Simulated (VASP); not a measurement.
# Bi2Se3 (Paraguanajuatite): what moves the LDA gap besides the functional, part 2 of 2

How far does the LDA gap of Bi2Se3 (Paraguanajuatite) depend on cutoff, mesh and cell? The starting structure is a measured crystal structure from the Crystallography Open Database. The atoms were first relaxed with LDA in that cell, in a run that isn't shown, and the relaxed structure is the one below.

VASP 6.6.1.

Results so far: reference 0.091 eV; cell and atoms relaxed by LDA 0.032 eV; no band path 0.091 eV.

## Step 5: Bands with a cutoff of 500 eV

Level of this step: LDA; plane waves and PAW (Bi_d, Se) (VASP).

Against step 2 the input has ENCUT = 500.

INCAR

```
SYSTEM = Bi2Se3
PREC = Accurate
ENCUT = 500
EDIFF = 1E-06
NELM = 100
ISMEAR = 0
SIGMA = 0.03
LREAL = .FALSE.
ALGO = Normal
GGA = CA
NBANDS = 39
LORBIT = 11
LWAVE = .FALSE.
LCHARG = .FALSE.
KPAR = 8
LASPH = .TRUE.
```

POSCAR

```
Bi2Se3
1.0
   -4.1430000000      0.0000000000      0.0000000000
    2.0715000000     -3.5879432479      0.0000000000
    2.0715000000      1.1959810826      9.5453333333
Bi Se
2 3
Direct
    0.2001387803      0.6000693902      0.8002081705
    0.7998612197      0.3999306098      0.1997918295
    0.5753992533      0.7876996266      0.3630988799
    0.4246007467      0.2123003734      0.6369011201
    0.0000000000      0.0000000000      0.0000000000
```

KPOINTS

```
Automatic mesh
0
Gamma
6 6 6
0 0 0
```

KPOINTS_OPT

```
Line mode
8
Line-mode
Reciprocal
  0.00000000   0.00000000   0.00000000 GAMMA
  0.00000000  -0.50000000   0.00000000 L

  0.00000000  -0.50000000   0.00000000 L
 -0.35426507  -0.32286747   0.17713253 B1

 -0.32286747  -0.32286747  -0.17713253 B
  0.00000000   0.00000000  -0.50000000 Z

  0.00000000   0.00000000  -0.50000000 Z
  0.00000000   0.00000000   0.00000000 GAMMA

  0.00000000   0.00000000   0.00000000 GAMMA
 -0.33856627  -0.33856627   0.33856627 X

 -0.33856627  -0.32286747   0.00000000 Q
 -0.50000000   0.00000000   0.00000000 F

 -0.50000000   0.00000000   0.00000000 F
 -0.48430120   0.00000000  -0.17713253 P1

 -0.48430120   0.00000000  -0.17713253 P1
  0.00000000   0.00000000  -0.50000000 Z

  0.00000000  -0.50000000   0.00000000 L
  0.00000000  -0.48430120  -0.33856627 P
```

The projector-augmented-wave data sets are Bi_d and Se (LDA family, release 64).

Started as:

```bash
mpirun -np 8 vasp_std
```

The program printed:

```text
[... set-up lines as in an earlier step ...]
 entering main loop
       N       E                     dE             d eps       ncg     rms          rms(c)
DAV:   1     0.464349044681E+03    0.46435E+03   -0.21552E+04  2518   0.124E+03
DAV:   2     0.341347700435E+02   -0.43021E+03   -0.40332E+03  2559   0.352E+02
DAV:   3    -0.215714607246E+02   -0.55706E+02   -0.53243E+02  3059   0.132E+02
DAV:   4    -0.241114931488E+02   -0.25400E+01   -0.25228E+01  2937   0.299E+01
[...]
DAV:  11    -0.234023668949E+02   -0.34146E-05   -0.48823E-05  3082   0.412E-02    0.226E-02
DAV:  12    -0.234023701157E+02   -0.32208E-05   -0.19244E-05  2675   0.175E-02    0.691E-03
DAV:  13    -0.234023699029E+02    0.21284E-06   -0.12736E-06  2054   0.670E-03
   1 F= -.23402370E+02 E0= -.23402362E+02  d E =-.154311E-04
 Start KPOINTS_OPT (optional k-point list driver)
k-point batch [1-32\72]
       N       E                     dE             ncg
DAV:   1     0.324200134325E+04   -0.21382E+05     2496
DAV:   2    -0.105601133053E+05   -0.13802E+05     2551
DAV:   3    -0.123494189950E+05   -0.17893E+04     3003
DAV:   4    -0.124294665591E+05   -0.80048E+02     2960
DAV:   5    -0.124322907052E+05   -0.28241E+01     3510
DAV:   6    -0.124323516662E+05   -0.60961E-01     3379
DAV:   7    -0.124323529516E+05   -0.12854E-02     3559
DAV:   8    -0.124323529730E+05   -0.21412E-04     3299
DAV:   9    -0.124323529734E+05   -0.32984E-06     1887
[...]
k-point batch [65-72\72]
       N       E                     dE             ncg
DAV:   1     0.291682792792E+05   -0.10371E+05      624
DAV:   2     0.257600190812E+05   -0.34083E+04      640
DAV:   3     0.253495389461E+05   -0.41048E+03      768
DAV:   4     0.253325509924E+05   -0.16988E+02      736
DAV:   5     0.253318914972E+05   -0.65950E+00      921
DAV:   6     0.253318789313E+05   -0.12566E-01      824
DAV:   7     0.253318786898E+05   -0.24153E-03      921
DAV:   8     0.253318786851E+05   -0.47099E-05      793
DAV:   9     0.253318786850E+05   -0.79606E-07      481
```

It took 37 s on 8 MPI ranks of AMD EPYC 7R43, shared host; peak memory 2.8 GiB.

Parts of OUTCAR (step 5):

```text
  Total       -1.3968118     -1.3968118     -1.2996019      0.0000000      0.0000000      0.0000000
  in kB      -15.7723671    -15.7723671    -14.6747036      0.0000000      0.0000000      0.0000000
  external PRESSURE =     -15.4064793 kB  Pullay stress =       0.0000000 kB

 POSITION                                       TOTAL-FORCE (eV/Angst)
 -----------------------------------------------------------------------------------
      2.07150     -1.19598      7.63825        -0.000000     -0.000000      0.006032
     -2.07150     -1.19598      1.90708         0.000000      0.000000     -0.006032
     -0.00000     -2.39196      3.46590        -0.000000     -0.000000      0.003232
      0.00000     -0.00000      6.07943         0.000000      0.000000     -0.003232
      0.00000      0.00000      0.00000        -0.000000      0.000000     -0.000000
 -----------------------------------------------------------------------------------
    total drift:                                0.000000     -0.000000      0.000000

  FREE ENERGIE OF THE ION-ELECTRON SYSTEM (eV)
  ---------------------------------------------------
  free  energy   TOTEN  =       -23.4023699029 eV

  energy  without entropy=      -23.4023544717  energy(sigma->0) =      -23.40236219

[... 1 part as in an earlier step ...]

[... 2 further parts left out ...]
[key lines of the parts left out:]
E-fermi :   4.8741
```

With a cutoff of 500 eV the gap is 0.091 eV, +0.000 eV from the reference.

## Step 6: Bands with an 8×8×8 mesh

Against step 2 the input has an 8×8×8 mesh.

INCAR: that of step 5 with these lines changed.

```diff
@@ -2,3 +2,3 @@
 PREC = Accurate
-ENCUT = 500
+ENCUT = 350
 EDIFF = 1E-06
```

POSCAR is that of step 5.

KPOINTS

```
Automatic mesh
0
Gamma
8 8 8
0 0 0
```

KPOINTS_OPT is that of step 5.

Started as:

```bash
mpirun -np 8 vasp_std
```

The program printed:

```text
[... set-up lines as in an earlier step ...]
 entering main loop
       N       E                     dE             d eps       ncg     rms          rms(c)
DAV:   1     0.403415710336E+03    0.40342E+03   -0.17839E+04  5077   0.968E+02
DAV:   2     0.218041417975E+02   -0.38161E+03   -0.35955E+03  5334   0.297E+02
DAV:   3    -0.224909832240E+02   -0.44295E+02   -0.43021E+02  6217   0.116E+02
DAV:   4    -0.241383960511E+02   -0.16474E+01   -0.16407E+01  6072   0.251E+01
[...]
DAV:  11    -0.233944080167E+02   -0.27836E-05   -0.48906E-05  6331   0.421E-02    0.227E-02
DAV:  12    -0.233944113988E+02   -0.33821E-05   -0.19863E-05  5407   0.172E-02    0.714E-03
DAV:  13    -0.233944111491E+02    0.24967E-06   -0.13514E-06  4145   0.775E-03
   1 F= -.23394411E+02 E0= -.23394407E+02  d E =-.918583E-05
 Start KPOINTS_OPT (optional k-point list driver)
k-point batch [1-65\72]
       N       E                     dE             ncg
DAV:   1     0.245072586912E+04   -0.48759E+05     5086
DAV:   2    -0.223993981682E+05   -0.24850E+05     5391
DAV:   3    -0.253071785509E+05   -0.29078E+04     6152
DAV:   4    -0.254155329283E+05   -0.10835E+03     6015
DAV:   5    -0.254195904626E+05   -0.40575E+01     7162
DAV:   6    -0.254196641825E+05   -0.73720E-01     6703
DAV:   7    -0.254196656913E+05   -0.15089E-02     7266
DAV:   8    -0.254196657149E+05   -0.23573E-04     6295
DAV:   9    -0.254196657155E+05   -0.59734E-06     3730
k-point batch [66-72\72]
       N       E                     dE             ncg
DAV:   1     0.476753953116E+05   -0.80241E+04      546
DAV:   2     0.450030493159E+05   -0.26723E+04      586
DAV:   3     0.447043518623E+05   -0.29870E+03      674
DAV:   4     0.446939878558E+05   -0.10364E+02      644
DAV:   5     0.446935741092E+05   -0.41375E+00      828
DAV:   6     0.446935675276E+05   -0.65816E-02      693
DAV:   7     0.446935673685E+05   -0.15917E-03      829
DAV:   8     0.446935673661E+05   -0.24025E-05      630
DAV:   9     0.446935673660E+05   -0.64378E-07      421
```

Wall time 36 s (8 MPI ranks); peak memory 2.8 GiB; 4.7 min of CPU time.

From OUTCAR (step 6):

```text
  Total       -1.5927554     -1.5927554     -1.5127901      0.0000000      0.0000000      0.0000000
  in kB      -17.9849018    -17.9849018    -17.0819588      0.0000000      0.0000000      0.0000000
  external PRESSURE =     -17.6839208 kB  Pullay stress =       0.0000000 kB

 POSITION                                       TOTAL-FORCE (eV/Angst)
 -----------------------------------------------------------------------------------
      2.07150     -1.19598      7.63825         0.000000      0.000000     -0.018659
     -2.07150     -1.19598      1.90708        -0.000000     -0.000000      0.018659
     -0.00000     -2.39196      3.46590         0.000000      0.000000     -0.014548
      0.00000     -0.00000      6.07943        -0.000000     -0.000000      0.014548
      0.00000      0.00000      0.00000         0.000000      0.000000     -0.000000
 -----------------------------------------------------------------------------------
    total drift:                               -0.000000      0.000000      0.000000

  FREE ENERGIE OF THE ION-ELECTRON SYSTEM (eV)
  ---------------------------------------------------
  free  energy   TOTEN  =       -23.3944111491 eV

  energy  without entropy=      -23.3944019633  energy(sigma->0) =      -23.39440656

[... 1 part as in an earlier step ...]

[... 2 further parts left out ...]
[key lines of the parts left out:]
E-fermi :   4.8759
```

The log as kept lacks single lines of electronic cycles.

With an 8×8×8 mesh the gap is 0.084 eV, -0.007 eV from the reference.

## Step 7: All runs side by side

```csv
run,gap (eV),change (eV),core minutes
reference,0.091,-,3.47
cell and atoms relaxed by LDA,0.032,-0.059,3.6
no band path,0.091,0.0,1.33
a cutoff of 500 eV,0.091,0.0,4.93
an 8×8×8 mesh,0.084,-0.007,4.8
```

Core minutes are wall time times ranks of the run shown, on a shared host.

## Step 8: What came out

```
reference gap                          : 0.091 eV
gap with cell and atoms relaxed by LDA : 0.032 eV
gap with no band path                  : 0.091 eV
gap with a cutoff of 500 eV            : 0.091 eV
gap with an 8×8×8 mesh                 : 0.084 eV
```

Among the runs that read a gap along the path, the one with cell and atoms relaxed by LDA moves it most, by -0.059 eV. On finer settings it changes by +0.000 eV with a cutoff of 500 eV and -0.007 eV with an 8×8×8 mesh. The functional's own error isn't tested here. Further runs on this material are not shown.

[Lines on the potential files, build, host, timing and source positions are cut from VASP's logs without a mark.]

[Logs are printed without paths, hosts, clocks, repeated set-up lines and the standing remarks that a program may print on its own settings, such as how far it seeks lower states.]

[Hosts, paths, dates, database ids (printed as entryN), source tags and the programs' standing remarks are cut or masked in the printed files.]
